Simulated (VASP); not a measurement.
All values below come from PBE GGA, VASP's PBE PAW potentials (set 64) (plane waves; VASP 6.6.1).

A VASP calculation is set up with these files.

**POSCAR**
```
Ag2B
1
    4.1656230000     0.0000000000     0.0000000000
    0.0000000000     4.1656230000     0.0000000000
    0.0000000000     0.0000000000     6.3561010000
Ag B
4 2
Direct
  0.0000000000   0.0000000000   0.0000000000
  0.5000000000   0.5000000000   0.0000000000
  0.5000000000   0.0000000000   0.2700000000
  0.0000000000   0.5000000000   0.7300000000
  0.5000000000   0.0000000000   0.7000000000
  0.0000000000   0.5000000000   0.3000000000
```

KPOINTS:
```
K-points
0
Gamma
  5 5 4
0 0 0
```

**INCAR**
```
! general
SYSTEM  = Ag2B
PREC    = Accurate
ENCUT   = 400   ! plane-wave cut-off (eV)
LREAL   = .FALSE.   ! projection in real space or not
LASPH   = .TRUE.

! electronic loop
EDIFF   = 1E-6
NELM    = 100   ! most electronic steps
ALGO    = Normal   ! blocked Davidson
LMAXMIX = 4   ! l cut-off of mixed one-centre charges

! smearing
ISMEAR  = -1
SIGMA   = 0.136

! functional
GGA     = PE   ! PBE

! ions
ISIF    = 2

! output
LWAVE   = .FALSE.
LCHARG  = .FALSE.
```

POTCAR, in this order: Ag B (PBE.64 set). Program: vasp_std.

Output

### OSZICAR
```
       N       E                     dE             d eps       ncg     rms          rms(c)
DAV:   1     0.244721594070E+03    0.24472E+03   -0.21128E+04  1096   0.126E+03
DAV:   2    -0.975120426984E+01   -0.25447E+03   -0.24445E+03  1188   0.287E+02
DAV:   3    -0.177285782011E+02   -0.79774E+01   -0.77930E+01  1290   0.494E+01
DAV:   4    -0.178433470502E+02   -0.11477E+00   -0.11472E+00  1140   0.620E+00
DAV:   5    -0.178452681598E+02   -0.19211E-02   -0.19209E-02  1256   0.778E-01    0.110E+01
DAV:   6    -0.163991215735E+02    0.14461E+01   -0.85698E+00  1274   0.256E+01    0.925E+00
DAV:   7    -0.162993102727E+02    0.99811E-01   -0.74886E-01  1148   0.713E+00    0.502E+00
DAV:   8    -0.162833558699E+02    0.15954E-01   -0.18400E-01  1168   0.279E+00    0.883E-01
DAV:   9    -0.162745122770E+02    0.88436E-02   -0.25176E-02  1172   0.150E+00    0.266E-01
DAV:  10    -0.162734309000E+02    0.10814E-02   -0.86282E-03  1172   0.488E-01    0.960E-02
DAV:  11    -0.162734505127E+02   -0.19613E-04   -0.74653E-04  1134   0.200E-01    0.339E-02
DAV:  12    -0.162734589414E+02   -0.84287E-05   -0.27372E-05  1230   0.462E-02    0.130E-02
DAV:  13    -0.162734590176E+02   -0.76238E-07   -0.57430E-06  1198   0.244E-02
   1 F= -.16273459E+02 E0= -.16178040E+02  d E =-.190839E+00
```

### OUTCAR
```
------------------------ aborting loop because EDIFF is reached ----------------------------------------
  FORCE on cell =-STRESS in cart. coord.  units (eV):
  Direction    XX          YY          ZZ          XY          YZ          ZX
  --------------------------------------------------------------------------------------
  Total       -3.5409207     -3.5409207     -4.0822131      0.0000000      0.0000000      0.0000000
  in kB      -51.4370516    -51.4370516    -59.3001159      0.0000000      0.0000000      0.0000000
  external PRESSURE =     -54.0580730 kB  Pullay stress =       0.0000000 kB
  volume of cell :      110.29
      direct lattice vectors                 reciprocal lattice vectors
     4.165623000  0.000000000  0.000000000     0.240060130  0.000000000  0.000000000
     0.000000000  4.165623000  0.000000000     0.000000000  0.240060130  0.000000000
     0.000000000  0.000000000  6.356101000     0.000000000  0.000000000  0.157329155
 POSITION                                       TOTAL-FORCE (eV/Angst)
 -----------------------------------------------------------------------------------
      0.00000      0.00000      0.00000         0.000000     -0.000000      0.000000
      2.08281      2.08281      0.00000         0.000000      0.000000      0.000000
      2.08281      0.00000      1.71615        -0.000000      0.000000      2.261373
      0.00000      2.08281      4.63995         0.000000     -0.000000     -2.261373
      2.08281      0.00000      4.44927         0.000000     -0.000000      0.464818
      0.00000      2.08281      1.90683         0.000000      0.000000     -0.464818
 -----------------------------------------------------------------------------------
    total drift:                                0.000000      0.000000      0.000000
  FREE ENERGIE OF THE ION-ELECTRON SYSTEM (eV)
  ---------------------------------------------------
  free  energy   TOTEN  =       -16.2734590176 eV

  energy  without entropy=      -16.0826201343  energy(sigma->0) =      -16.17803958
```
(Selected blocks of OUTCAR.)

At this cut-off the stress carries a Pulay error, which pulls relaxed volumes low.

The structure was generated: Ag2B was put into an ordered model structure, which need not be its known phase. The cell was not relaxed at this level. The k-mesh is coarse (spacing up to 0.30 per Å, 2π included), so the numbers may not be converged in it.
